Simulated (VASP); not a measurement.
Method: PBE GGA with D3 dispersion (zero damping), VASP's PBE PAW potentials (set 64) (plane waves; VASP 6.6.1).

Input for VASP

POSCAR:
```
InAs
1.0
  0.0000000000   3.1000415221   3.1000415221
  3.1000415221   0.0000000000   3.1000415221
  3.1000415221   3.1000415221   0.0000000000
In As
1 1
Cart
  0.0000000000   0.0000000000   0.0000000000
  1.5500207611   1.5500207611   1.5500207611
```

**INCAR**
```
SYSTEM = InAs
PREC = Accurate
ENCUT = 520
EDIFF = 1E-7
NELM = 100
ALGO = Normal
LREAL = .FALSE.
LASPH = .TRUE.
ISMEAR = 1
SIGMA = 0.1
GGA = PE
IVDW = 11
LMAXMIX = 4
LWAVE = .FALSE.
LCHARG = .FALSE.
ISIF = 2
```

### KPOINTS
```
Automatic mesh
0
Gamma
10 10 10
0 0 0
```

POTCAR, in this order: In_d As (PBE.64 set). Program: vasp_std.

The run wrote:

**OUTCAR**
```
 ion  position               nearest neighbor table
   1  0.000  0.000  0.000-   2 2.68   2 2.68   2 2.68   2 2.68
   2  0.250  0.250  0.250-   1 2.68   1 2.68   1 2.68   1 2.68
  LATTYP: Found a face centered cubic cell.
 ALAT       =     6.2000830442
 Subroutine PRICEL returns:
 Original cell was already a primitive cell.
 Subroutine GETGRP returns: Found 24 space group operations
The static configuration has the point symmetry T_d .
The dynamic configuration has the point symmetry T_d .
 Subroutine INISYM returns: Found 24 space group operations
 Subroutine IBZKPT returns following result:
 Found     47 irreducible k-points:

 Following reciprocal coordinates:
            Coordinates               Weight
  0.000000  0.000000  0.000000      1.000000
  0.100000  0.000000  0.000000      8.000000
  0.200000  0.000000  0.000000      8.000000
  0.300000  0.000000  0.000000      8.000000
  0.400000  0.000000  0.000000      8.000000
  0.500000  0.000000  0.000000      4.000000
  0.100000  0.100000  0.000000      6.000000
  0.200000  0.100000  0.000000     24.000000
  0.300000  0.100000  0.000000     24.000000
  0.400000  0.100000  0.000000     24.000000
  0.500000  0.100000  0.000000     24.000000
 -0.400000  0.100000  0.000000     24.000000
 -0.300000  0.100000  0.000000     24.000000
 -0.200000  0.100000  0.000000     24.000000
 -0.100000  0.100000  0.000000     12.000000
  0.200000  0.200000  0.000000      6.000000
  0.300000  0.200000  0.000000     24.000000
  0.400000  0.200000  0.000000     24.000000
  0.500000  0.200000  0.000000     24.000000
 -0.400000  0.200000  0.000000     24.000000
 -0.300000  0.200000  0.000000     24.000000
 -0.200000  0.200000  0.000000     12.000000
  0.300000  0.300000  0.000000      6.000000
  0.400000  0.300000  0.000000     24.000000
  0.500000  0.300000  0.000000     24.000000
 -0.400000  0.300000  0.000000     24.000000
 -0.300000  0.300000  0.000000     12.000000
  0.400000  0.400000  0.000000      6.000000
  0.500000  0.400000  0.000000     24.000000
 -0.400000  0.400000  0.000000     12.000000
  0.500000  0.500000  0.000000      3.000000
  0.300000  0.200000  0.100000     24.000000
  0.400000  0.200000  0.100000     48.000000
  0.500000  0.200000  0.100000     48.000000
 -0.400000  0.200000  0.100000     24.000000
  0.400000  0.300000  0.100000     24.000000
  0.500000  0.300000  0.100000     48.000000
 -0.400000  0.300000  0.100000     48.000000
 -0.300000  0.300000  0.100000     48.000000
 -0.200000  0.300000  0.100000     24.000000
   k-points           NKPTS =     47   k-points in BZ     NKDIM =     47   number of bands    NBANDS=     13
   number of dos      NEDOS =    301   number of ions     NIONS =      2
   total plane-waves  NPLWV =  46656
   dimension x,y,z NGX =    36 NGY =   36 NGZ =   36
   dimension x,y,z NGXF=    72 NGYF=   72 NGZF=   72
   ions per type =               1   1
   PREC   = accura    normal or accurate (medium, high low for compatibility)
   ISTART =      0    job   : 0-new  1-cont  2-samecut
   ICHARG =      2    charge: 1-file 2-atom 10-const
   ISPIN  =      1    spin polarized calculation?
   LNONCOLLINEAR =      F non collinear calculations
   LSORBIT =      F    spin-orbit coupling
   INIWAV =      1    electr: 0-lowe 1-rand  2-diag
   ENCUT  =  520.0 eV  38.22 Ry    6.18 a.u.   8.15  8.15  8.15*2*pi/ulx,y,z
   NELM   =    100;   NELMIN=  2; NELMDL= -5     # of ELM steps
   EDIFF  = 0.1E-06   stopping-criterion for ELM
   LREAL  =      F    real-space projection
   NLSPLINE    = F    spline interpolate recip. space projectors
   LMAXMIX     =    4 max onsite mixed and CHGCAR
...
```

**OSZICAR**
```
       N       E                     dE             d eps       ncg     rms          rms(c)
DAV:   1     0.112288941376E+03    0.11229E+03   -0.83431E+03  1227   0.143E+03
DAV:   2     0.166518746938E+00   -0.11212E+03   -0.10901E+03  1262   0.320E+02
DAV:   3    -0.774325167826E+01   -0.79098E+01   -0.78526E+01  1592   0.890E+01
DAV:   4    -0.796194627679E+01   -0.21869E+00   -0.21852E+00  1397   0.168E+01
DAV:   5    -0.797172203417E+01   -0.97758E-02   -0.97752E-02  1768   0.305E+00    0.402E+00
DAV:   6    -0.773502934384E+01    0.23669E+00   -0.44436E-01  1814   0.117E+01    0.225E+00
DAV:   7    -0.771667114180E+01    0.18358E-01   -0.12497E-01  1736   0.322E+00    0.685E-01
DAV:   8    -0.771785959684E+01   -0.11885E-02   -0.11843E-02  1427   0.155E+00    0.171E-01
DAV:   9    -0.771854762359E+01   -0.68803E-03   -0.12650E-03  1497   0.447E-01    0.107E-01
DAV:  10    -0.771866123808E+01   -0.11361E-03   -0.16168E-04  1631   0.155E-01    0.694E-02
DAV:  11    -0.771870699392E+01   -0.45756E-04   -0.15356E-04  1312   0.126E-01    0.527E-02
DAV:  12    -0.771870905552E+01   -0.20616E-05   -0.10177E-05  1327   0.262E-02    0.151E-02
DAV:  13    -0.771870931175E+01   -0.25622E-06   -0.19021E-06  1517   0.876E-03    0.888E-03
DAV:  14    -0.771870956882E+01   -0.25708E-06   -0.14775E-07  1201   0.424E-03    0.290E-03
DAV:  15    -0.771870977478E+01   -0.20595E-06   -0.48776E-08   776   0.239E-03    0.677E-04
DAV:  16    -0.771870981139E+01   -0.36614E-07   -0.10232E-08   661   0.118E-03
   1 F= -.81313490E+01 E0= -.81314278E+01  d E =0.236570E-03
```

### OUTCAR
```
------------------------ aborting loop because EDIFF is reached ----------------------------------------
 Edisp (eV)   -0.41264
  FORCE on cell =-STRESS in cart. coord.  units (eV):
  Direction    XX          YY          ZZ          XY          YZ          ZX
  --------------------------------------------------------------------------------------
  Total      -0.53982    -0.53982    -0.53982     0.00000     0.00000     0.00000
  in kB     -14.51521   -14.51521   -14.51521     0.00000     0.00000     0.00000
  external pressure =      -14.52 kB  Pullay stress =        0.00 kB
  volume of cell :       59.58
      direct lattice vectors                 reciprocal lattice vectors
     0.000000000  3.100041522  3.100041522    -0.161288162  0.161288162  0.161288162
     3.100041522  0.000000000  3.100041522     0.161288162 -0.161288162  0.161288162
     3.100041522  3.100041522  0.000000000     0.161288162  0.161288162 -0.161288162
  FREE ENERGIE OF THE ION-ELECTRON SYSTEM (eV)
  ---------------------------------------------------
  free  energy   TOTEN  =        -8.1313489699 eV

  energy  without entropy=       -8.1315855401  energy(sigma->0) =       -8.13142783
```
(Selected blocks of OUTCAR.)

The compound is InAs in the zinc blende structure. This cell is one point of a volume scan, at 1.03 of the reference volume.
